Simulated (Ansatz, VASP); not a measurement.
## One calculation of Ge5As, two programs

Contents of INCAR:

```
PREC     = Accurate       # precision mode
ENCUT    = 520            # plane-wave cutoff, eV
EDIFF    = 1E-6           # SCF threshold, eV
ISMEAR   = 0              # smearing method
SIGMA    = 0.1            # smearing width, eV
LREAL    = False          # projectors in reciprocal space
LASPH    = True           # aspherical terms in the spheres
NELM     = 60             # most SCF steps
ALGO     = Normal         # electronic algorithm
ISIF     = 2              # what is computed and relaxed
LWAVE    = False          # write WAVECAR
LCHARG   = False          # write CHGCAR
GGA      = PE             # functional
NBANDS   = 46             # bands
```

File KPOINTS:

```
regular mesh
0
Gamma
  6 6 4
```

The input POSCAR:

```
Ge5As
1.0
    5.7302608100      0.0000000000      0.0000000000
   -2.8651304100      4.9625514400      0.0000000000
    0.0000000000      0.0000000000      4.5016994000
Ge As
5 1
Direct
    0.6666666700      0.3333333300      0.0000000000
    0.3333333300      0.6666666700      0.0000000000
    0.0000000000      0.5000000000      0.5000000000
    0.5000000000      0.0000000000      0.5000000000
    0.5000000000      0.5000000000      0.5000000000
    0.0000000000      0.0000000000      0.0000000000
```

Input for Ansatz:

```yaml
crystal:
  lattice:
    - [5.73026081, 0.0, 0.0]
    - [-2.86513041, 4.96255144, 0.0]
    - [0.0, 0.0, 4.5016994]
  atoms:
    - { symbol: Ge, position: [0.66666667, 0.33333333, 0.0] }
    - { symbol: Ge, position: [0.33333333, 0.66666667, 0.0] }
    - { symbol: Ge, position: [0.0, 0.5, 0.5] }
    - { symbol: Ge, position: [0.5, 0.0, 0.5] }
    - { symbol: Ge, position: [0.5, 0.5, 0.5] }
    - { symbol: As, position: [0.0, 0.0, 0.0] }
basis:
  ecutwfc: 420
kpoints:
  mp_grid: { grid: [6, 6, 4] }
hamiltonian:
  xc: pbe
scf:
  occupations: { method: gaussian, width: 0.1 }
  lower_state_search: "off"
output:
  forces: true
  stress: true
  eigenvalues: true
```

Change from the starting cell: species swapped into the NdCo5 type (P6/mmm, No. 191).

Alike in both runs: task single point; functional PBE; k mesh 6 × 6 × 4; occupations gaussian, width 0.1 eV; no spin polarisation.

|  | VASP | Ansatz |
| --- | --- | --- |
| version | VASP 6.6.1 | Ansatz 0.2.0 |
| potentials or method | VASP PAW PBE potentials, release 64 (Ge_d, As) | scalar-relativistic, plane waves, PAW |
| plane-wave cutoff (eV) | 520 | 420 |
| valence electrons in the cell | 75 | 85 |

VASP gave:

| Property | Result |
| --- | --- |
| gap on the k mesh at the Fermi level (eV) | none |
| pressure (GPa) | 0.2 |
| largest component of the traceless stress (GPa) | 2.35 |

**Question.** Estimate Ansatz's values.

**Answer.** gap on the k mesh at the Fermi level (eV): none; pressure (GPa): 0.2; largest component of the traceless stress (GPa): 2.34.

A gap of «none» marks a metal or a gap that the smearing closes. The functional is the same, so the differences come from potentials, cutoffs and numerics. The two sets of potentials don't hold the same shells in valence.
